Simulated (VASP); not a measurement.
# Quasiparticle energies of CdS (Greenockite) in VASP, part 2 of 3

How does the gap of CdS (Greenockite) change from the starting functional to GW? The cell is of the wurtzite type, one of the forms listed for this formula. The start is a cell from a database of measured crystal structures.

VASP 6.6.1, plane waves and PAW; the level of theory is named at each step.

So far, gap on the k-mesh (eV): step 3 (empty bands) 1.21.

**4. G0W0, ENCUTGW 100, bands in the sums 232**

This step: G0W0 on PBE; plane waves and PAW (Cd_GW, S_GW) (VASP 6.6.1).

G0W0 keeps orbitals and screening fixed and shifts each of the lowest NBANDSGW levels once.

INCAR

```
SYSTEM = CdS
PREC = Accurate
ENCUT = 330
ISMEAR = 0
SIGMA = 0.01
LREAL = .FALSE.
GGA = PE
NBANDS = 232
ALGO = EVGW0
NELMGW = 1
ENCUTGW = 100
NOMEGA = 48
PRECFOCK = Fast
NBANDSGW = 32
LWAVE = .FALSE.
LCHARG = .FALSE.
```

POSCAR

```
CdS
1.0
    4.1370000000      0.0000000000      0.0000000000
   -2.0685000000      3.5827470955      0.0000000000
    0.0000000000      0.0000000000      6.7144000000
Cd S
2 2
Direct
    0.6666666667      0.3333333333      0.0000000000
    0.3333333333      0.6666666667      0.5000000000
    0.6666666667      0.3333333333      0.3750000000
    0.3333333333      0.6666666667      0.8750000000
```

KPOINTS

```
Automatic mesh
0
Gamma
6 6 4
0 0 0
```

The projector-augmented-wave data sets are Cd_GW and S_GW (PBE family, release 64).

Command:

```bash
mpirun -np 8 vasp_std
```

Output:

```text
[banner, memory and clock lines left out]
running    8 mpi-ranks, on    1 nodes
 distrk:  each k-point on    8 cores,    1 groups
 distr:  one band on    1 cores,    8 groups

 POSCAR found type information on POSCAR CdS
 POSCAR found :  2 types and       4 ions
 [... a notice as in an earlier step ...]

|                                                                             |
|           W    W    AA    RRRRR   N    N  II  N    N   GGGG   !!!           |
|           W    W   A  A   R    R  NN   N  II  NN   N  G    G  !!!           |
|           W    W  A    A  R    R  N N  N  II  N N  N  G       !!!           |
|           W WW W  AAAAAA  RRRRR   N  N N  II  N  N N  G  GGG   !            |
|           WW  WW  A    A  R   R   N   NN  II  N   NN  G    G                |
|           W    W  A    A  R    R  N    N  II  N    N   GGGG   !!!           |
|                                                                             |
|     The default for ENCUTGWSOFT is different in this version of VASP.       |
|     please manually set ENCUTGWSOFT =100 in the INCAR file.                 |
|                                                                             |

 LDA part: xc-table for (Slater+PW92), standard interpolation
 found WAVECAR, reading the header
 POSCAR, INCAR and KPOINTS ok, starting setup
 FFT: planning ... GRIDC
 FFT: planning ... GRID_SOFT
 FFT: planning ... GRID
 reading WAVECAR
 the WAVECAR file was read successfully
 initial charge from wavefunction
 available memory per node:     66.54 GB, setting MAXMEM to     68139

 The Fermi energy was updated, please check that it is located mid-gap
 values below the HOMO (VB) or above the LUMO (CB) will cause erroneous energies
 E-fermi :   3.2275

 calculate exact exchange contribution
 the WAVEDER file was read successfully
energies w=
    0.000    0.000    0.544    0.000    1.086    0.000    1.623    0.000
    2.154    0.000    2.678    0.000    3.193    0.000    3.699    0.000
    4.196    0.000    4.683    0.000    5.162    0.000    5.632    0.000
    6.097    0.000    6.555    0.000    7.010    0.000    7.462    0.000
    7.913    0.000    8.365    0.000    8.820    0.000    9.280    0.000
    9.747    0.000   10.224    0.000   10.714    0.000   11.220    0.000
   11.745    0.000   12.294    0.000   12.870    0.000   13.480    0.000
   14.130    0.000   14.828    0.000   15.582    0.000   16.405    0.000
   17.310    0.000   18.316    0.000   19.444    0.000   20.725    0.000
   22.197    0.000   23.913    0.000   25.944    0.000   28.392    0.000
   31.407    0.000   35.215    0.000   40.178    0.000   46.916    0.000
   56.571    0.000   71.529    0.000   97.719    0.000  155.106    0.000
 responsefunction array rank=     240
 LDA part: xc-table for (Slater+PW92), standard interpolation

 min. memory requirement per mpi rank    386.4 MB, per node   3091.0 MB

 allocating   6 responsefunctions rank=   240
 shmem allocating  48 responsefunctions rank=   240
 response function shared by NCSHMEM nodes    1
 Doing            6  frequencies on each core in blocks of           48
NQ=   1    0.0000    0.0000    0.0000,
|.........|.........|.........|.........|.........|.........|.........|.........
 performed       1421000 updates of chi_q(r,r)
 total number of BLAS operations        617.24 Gflops
NQ=   2    0.1667    0.0000    0.0000,
|.........|.........|.........|.........|.........|.........|.........|.........
 performed       3866000 updates of chi_q(r,r)
 total number of BLAS operations       1706.96 Gflops
NQ=   3    0.3333    0.0000    0.0000,
|.........|.........|.........|.........|.........|.........|.........|.........
 performed       6311000 updates of chi_q(r,r)
 total number of BLAS operations       2706.29 Gflops
NQ=   4    0.5000    0.0000    0.0000,
|.........|.........|.........|.........|.........|.........|.........|.........
 performed       8222000 updates of chi_q(r,r)
 total number of BLAS operations       3459.81 Gflops
NQ=   5    0.1667    0.1667    0.0000,
|.........|.........|.........|.........|.........|.........|.........|.........
 performed      10756000 updates of chi_q(r,r)
 total number of BLAS operations       4468.23 Gflops
NQ=   6    0.3333    0.1667    0.0000,
|.........|.........|.........|.........|.........|.........|.........|.........
 performed      13647000 updates of chi_q(r,r)
 total number of BLAS operations       5608.12 Gflops
NQ=   7    0.3333    0.3333    0.0000,
|.........|.........|.........|.........|.........|.........|.........|.........
 performed      15320000 updates of chi_q(r,r)
 total number of BLAS operations       6232.79 Gflops
NQ=   8    0.0000    0.0000    0.2500,
|.........|.........|.........|.........|.........|.........|.........|.........
 performed      16845000 updates of chi_q(r,r)
 total number of BLAS operations       6895.17 Gflops
NQ=   9    0.1667    0.0000    0.2500,
|.........|.........|.........|.........|.........|.........|.........|.........
 performed      19557000 updates of chi_q(r,r)
 total number of BLAS operations       8023.41 Gflops
NQ=  10    0.3333    0.0000    0.2500,
|.........|.........|.........|.........|.........|.........|.........|.........
 performed      22269000 updates of chi_q(r,r)
 total number of BLAS operations       9112.42 Gflops
NQ=  11    0.5000    0.0000    0.2500,
|.........|.........|.........|.........|.........|.........|.........|.........
 performed      24447000 updates of chi_q(r,r)
 total number of BLAS operations      10002.54 Gflops
NQ=  12    0.1667    0.1667    0.2500,
|.........|.........|.........|.........|.........|.........|.........|.........
 performed      27338000 updates of chi_q(r,r)
 total number of BLAS operations      11215.46 Gflops
NQ=  13    0.3333    0.1667    0.2500,
|.........|.........|.........|.........|.........|.........|.........|.........
 performed      30585000 updates of chi_q(r,r)
 total number of BLAS operations      12530.69 Gflops
NQ=  14    0.3333    0.3333    0.2500,
|.........|.........|.........|.........|.........|.........|.........|.........
 performed      32407000 updates of chi_q(r,r)
 total number of BLAS operations      13288.44 Gflops
NQ=  15    0.0000    0.0000    0.5000,
|.........|.........|.........|.........|.........|.........|.........|.........
 performed      33828000 updates of chi_q(r,r)
 total number of BLAS operations      13809.12 Gflops
NQ=  16    0.1667    0.0000    0.5000,
|.........|.........|.........|.........|.........|.........|.........|.........
 performed      36273000 updates of chi_q(r,r)
 total number of BLAS operations      14826.21 Gflops
NQ=  17    0.3333    0.0000    0.5000,
|.........|.........|.........|.........|.........|.........|.........|.........
 performed      38718000 updates of chi_q(r,r)
 total number of BLAS operations      15773.19 Gflops
NQ=  18    0.5000    0.0000    0.5000,
|.........|.........|.........|.........|.........|.........|.........|.........
 performed      40629000 updates of chi_q(r,r)
 total number of BLAS operations      16567.99 Gflops
NQ=  19    0.1667    0.1667    0.5000,
|.........|.........|.........|.........|.........|.........|.........|.........
 performed      43163000 updates of chi_q(r,r)
 total number of BLAS operations      17585.47 Gflops
NQ=  20    0.3333    0.1667    0.5000,
|.........|.........|.........|.........|.........|.........|.........|.........
 performed      46054000 updates of chi_q(r,r)
 total number of BLAS operations      18766.81 Gflops
NQ=  21    0.3333    0.3333    0.5000,
|.........|.........|.........|.........|.........|.........|.........|.........
 performed      47727000 updates of chi_q(r,r)
 total number of BLAS operations      19462.81 Gflops
 resolving degeneracies of screened two electron integrals

 calculate QP shifts <psi_nk| G(iteration)W_0 |psi_nk>: iteration 1
 entering main loop
```

Elapsed: 7.5 min, on 8 MPI ranks of Intel Xeon Platinum 8488C (Sapphire Rapids), shared host; peak memory 3.2 GiB; 60 min of CPU time.

Parts of OUTCAR (step 4):

```text
 Found     21 irreducible k-points:

   k-points           NKPTS =     21   k-points in BZ     NKDIM =    144   number of bands    NBANDS=    232

   NELECT =      36.0000    total number of electrons

 E-fermi :   3.2275

 QP shifts <psi_nk| G(iteration)W_0 |psi_nk>: iteration 1
 for sc-GW calculations column KS-energies equals QP-energies in previous step
 and V_xc(KS)=  KS-energies - (<T + V_ion + V_H > + <T+V_H+V_ion>^1  + <V_x>^1)
 k-point   1 :       0.0000    0.0000    0.0000
  band No.  KS-energies  QP-energies   sigma(KS)   V_xc(KS)     V^pw_x(r,r')   Z            occupation Imag(sigma)
    ...
     15       1.8518       1.1583     -14.1275     -13.1962     -16.2791       0.7447       2.0000       0.0996
     16       2.5782       1.9557     -14.5627     -13.7365     -16.4837       0.7535       2.0000       0.0961
     17       2.6218       1.9980     -14.6386     -13.8095     -16.5974       0.7524       2.0000       0.0978
     18       2.6218       1.9980     -14.6386     -13.8095     -16.5974       0.7524       2.0000       0.0978
     19       3.8332       4.0586      -9.6018      -9.8849      -6.2020       0.7962       0.0000      -0.0285
     20       5.4180       5.7820      -9.5580     -10.0184      -5.7585       0.7908       0.0000      -0.0361
     21       9.0818       9.5475      -9.0976      -9.6968      -4.8950       0.7771       0.0000      -0.0746
     22       9.0818       9.5475      -9.0976      -9.6968      -4.8950       0.7771       0.0000      -0.0746
    ...

 k-point   2 :       0.1667    0.0000    0.0000
  band No.  KS-energies  QP-energies   sigma(KS)   V_xc(KS)     V^pw_x(r,r')   Z            occupation Imag(sigma)
    ...
     15       1.4274       0.7368     -13.6630     -12.7400     -15.5567       0.7482       2.0000       0.1118
     16       1.5370       0.8185     -13.8747     -12.9064     -16.0915       0.7420       2.0000       0.1014
     17       2.3739       1.7269     -14.4132     -13.5527     -16.3973       0.7519       2.0000       0.0973
     18       2.4375       1.7939     -14.5160     -13.6589     -16.5263       0.7510       2.0000       0.0982
     19       4.9730       5.2662     -10.4413     -10.8160      -7.1233       0.7824       0.0000      -0.0343
     20       6.2743       6.7195     -10.0481     -10.6191      -6.1377       0.7796       0.0000      -0.0438
     21       8.3694       8.7392      -8.8575      -9.3317      -4.7558       0.7799       0.0000      -0.0701
     22       9.4333       9.8640      -9.0806      -9.6389      -4.7891       0.7715       0.0000      -0.0865
    ...

 k-point   3 :       0.3333    0.0000    0.0000
  band No.  KS-energies  QP-energies   sigma(KS)   V_xc(KS)     V^pw_x(r,r')   Z            occupation Imag(sigma)
    ...
     15       0.0964      -0.7155     -13.2514     -12.1361     -15.7666       0.7279       2.0000       0.1408
     16       0.9904       0.2405     -13.4780     -12.4578     -15.8257       0.7352       2.0000       0.1048
     17       1.7926       1.0871     -13.9105     -12.9635     -16.0150       0.7450       2.0000       0.1006
     18       2.0655       1.3877     -14.2611     -13.3545     -16.3701       0.7477       2.0000       0.0990
     19       6.0588       6.4731     -10.1596     -10.6923      -6.3350       0.7776       0.0000      -0.0469
     20       6.6243       7.0036      -9.4159      -9.8984      -5.5144       0.7861       0.0000      -0.0440
     21       7.9869       8.3155      -9.1631      -9.5875      -5.1628       0.7741       0.0000      -0.0716
     22       8.8333       9.2385      -9.3929      -9.9209      -5.1237       0.7673       0.0000      -0.0879
    ...

[... 8 parts as in an earlier step ...]

[... 5 further parts left out ...]
```

Numbers from this step:

```
quasiparticle gap on the mesh                 : 2.061 eV
smallest direct quasiparticle gap on the mesh : 2.061 eV
gap of the starting orbitals on the mesh      : 1.211 eV
```

GW takes the gap from 1.211 to 2.061 eV. Spin-orbit coupling is left out. The value holds for 232 bands, ENCUTGW = 100 eV and this mesh, and isn't shown to be converged in them.

**5. Empty bands**

This step: PBE; plane waves and PAW (Cd_GW, S_GW) (VASP 6.6.1).

The empty bands are made again, for the run that follows.

INCAR

```
SYSTEM = CdS
PREC = Accurate
ENCUT = 330
ISMEAR = 0
SIGMA = 0.01
LREAL = .FALSE.
GGA = PE
NBANDS = 376
ALGO = Exact
NELM = 1
LWAVE = .TRUE.
LCHARG = .FALSE.
LOPTICS = .TRUE.
NEDOS = 1000
CSHIFT = 0.1
```

POSCAR is that of step 4.

KPOINTS is that of step 4.

Command:

```bash
mpirun -np 8 vasp_std
```

Output:

```text
[banner, memory and clock lines left out]
running    8 mpi-ranks, on    1 nodes
[...]
[... a notice as in an earlier step ...]

 LDA part: xc-table for (Slater+PW92), standard interpolation
 found WAVECAR, reading the header
  number of bands has changed, file:    24 present:   376
  trying to continue reading WAVECAR, but it might fail
 POSCAR, INCAR and KPOINTS ok, starting setup
[...]
reading WAVECAR
 random initialization beyond band           24
 the WAVECAR file was read successfully
 initial charge from wavefunction
 entering main loop
       N       E                     dE             d eps       ncg     rms          rms(c)
DIA:   1    -0.123244353208E+02   -0.12324E+02    0.00000E+00     0   0.000E+00
   1 F= -.12324435E+02 E0= -.12324435E+02  d E =-.680776E-14
 writing wavefunctions
 optical routines
 imaginary and real dielectric function
 recalculating local potential from charge density
 direction            1
 direction            2
 direction            3
```

It took 18 s on 8 MPI ranks; peak memory 2.2 GiB; 2.2 min of CPU time.

From OUTCAR (step 5):

```text
 POSITION                                       TOTAL-FORCE (eV/Angst)
 -----------------------------------------------------------------------------------
      2.06850      1.19425      0.00000        -0.000000      0.000000     -0.071105
     -0.00000      2.38850      3.35720        -0.000000      0.000000     -0.071105
      2.06850      1.19425      2.51790         0.000000     -0.000000      0.071105
     -0.00000      2.38850      5.87510        -0.000000      0.000000      0.071105
 -----------------------------------------------------------------------------------
    total drift:                                0.000000      0.000000      0.000100

[... 4 parts as in an earlier step ...]

[... 2 further parts left out ...]
[key lines of the parts left out:]
E-fermi :   2.6700
```

WAVECAR now holds 376 bands for 36 electrons.

**6. G0W0, ENCUTGW 140, bands in the sums 376**

This step: G0W0 on PBE; plane waves and PAW (Cd_GW, S_GW) (VASP 6.6.1).

ENCUTGW rises to 140 eV and the bands with it, to about the number of plane waves under that cutoff.

INCAR

```
SYSTEM = CdS
PREC = Accurate
ENCUT = 330
ISMEAR = 0
SIGMA = 0.01
LREAL = .FALSE.
GGA = PE
NBANDS = 376
ALGO = EVGW0
NELMGW = 1
ENCUTGW = 140
NOMEGA = 48
PRECFOCK = Fast
NBANDSGW = 32
LWAVE = .FALSE.
LCHARG = .FALSE.
```

POSCAR is that of step 5.

KPOINTS is that of step 5.

Command:

```bash
mpirun -np 8 vasp_std
```

Output:

```text
[banner, memory and clock lines left out]
running    8 mpi-ranks, on    1 nodes
[...]
[... a notice as in an earlier step ...]

|                                                                             |
|           W    W    AA    RRRRR   N    N  II  N    N   GGGG   !!!           |
|           W    W   A  A   R    R  NN   N  II  NN   N  G    G  !!!           |
|           W    W  A    A  R    R  N N  N  II  N N  N  G       !!!           |
|           W WW W  AAAAAA  RRRRR   N  N N  II  N  N N  G  GGG   !            |
|           WW  WW  A    A  R   R   N   NN  II  N   NN  G    G                |
|           W    W  A    A  R    R  N    N  II  N    N   GGGG   !!!           |
|                                                                             |
|     The default for ENCUTGWSOFT is different in this version of VASP.       |
|     please manually set ENCUTGWSOFT =140 in the INCAR file.                 |
|                                                                             |

[...]
total number of BLAS operations      66107.29 Gflops
NQ=  17    0.3333    0.0000    0.5000,
|.........|.........|.........|.........|.........|.........|.........|.........
 performed      63739000 updates of chi_q(r,r)
 total number of BLAS operations      70704.30 Gflops
NQ=  18    0.5000    0.0000    0.5000,
|.........|.........|.........|.........|.........|.........|.........|.........
 performed      66894000 updates of chi_q(r,r)
 total number of BLAS operations      74273.00 Gflops
NQ=  19    0.1667    0.1667    0.5000,
|.........|.........|.........|.........|.........|.........|.........|.........
 performed      71060000 updates of chi_q(r,r)
 total number of BLAS operations      78984.80 Gflops
NQ=  20    0.3333    0.1667    0.5000,
|.........|.........|.........|.........|.........|.........|.........|.........
 performed      75803000 updates of chi_q(r,r)
 total number of BLAS operations      84464.55 Gflops
NQ=  21    0.3333    0.3333    0.5000,
|.........|.........|.........|.........|.........|.........|.........|.........
 performed      78573000 updates of chi_q(r,r)
 total number of BLAS operations      87433.34 Gflops
 resolving degeneracies of screened two electron integrals

 calculate QP shifts <psi_nk| G(iteration)W_0 |psi_nk>: iteration 1
 entering main loop
[key lines of the parts left out:]
E-fermi :   3.2275
```

The job ended after 14 min (8 MPI ranks; peak memory 4.6 GiB).

OUTCAR, selected parts (step 6):

```text
 QP shifts <psi_nk| G(iteration)W_0 |psi_nk>: iteration 1
 for sc-GW calculations column KS-energies equals QP-energies in previous step
 and V_xc(KS)=  KS-energies - (<T + V_ion + V_H > + <T+V_H+V_ion>^1  + <V_x>^1)
 k-point   1 :       0.0000    0.0000    0.0000
  band No.  KS-energies  QP-energies   sigma(KS)   V_xc(KS)     V^pw_x(r,r')   Z            occupation Imag(sigma)
    ...
     15       1.8518       1.0141     -14.3237     -13.1962     -16.2791       0.7429       2.0000       0.0653
     16       2.5782       1.8007     -14.7709     -13.7365     -16.4837       0.7516       2.0000       0.0642
     17       2.6218       1.8424     -14.8475     -13.8095     -16.5974       0.7509       2.0000       0.0669
     18       2.6218       1.8424     -14.8475     -13.8095     -16.5974       0.7509       2.0000       0.0669
     19       3.8332       3.9366      -9.7549      -9.8849      -6.2020       0.7957       0.0000      -0.0507
     20       5.4180       5.6665      -9.7037     -10.0184      -5.7585       0.7899       0.0000      -0.0502
     21       9.0818       9.4552      -9.2161      -9.6968      -4.8950       0.7767       0.0000      -0.0744
     22       9.0818       9.4552      -9.2161      -9.6968      -4.8950       0.7767       0.0000      -0.0744
    ...

[... 1 part as in an earlier step ...]

[... 2 further parts left out ...]
[key lines of the parts left out:]
E-fermi :   3.2275
```

The gap is now 2.094 eV, +34 meV against the GW run before. Spin-orbit coupling is left out.

(Part 2 of 3 ends here.)

[Lines on the potential files, build, host, timing and source positions are cut from VASP's logs without a mark.]

[Logs are printed without paths, hosts, clocks, repeated set-up lines and the standing remarks that a program may print on its own settings, such as how far it seeks lower states.]

[Hosts, paths, dates, database ids (printed as entryN), source tags and the programs' standing remarks are cut or masked in the printed files.]

[Pressures printed for these runs are not shown converged in the cutoff: they can be off by several GPa and have the wrong sign.]
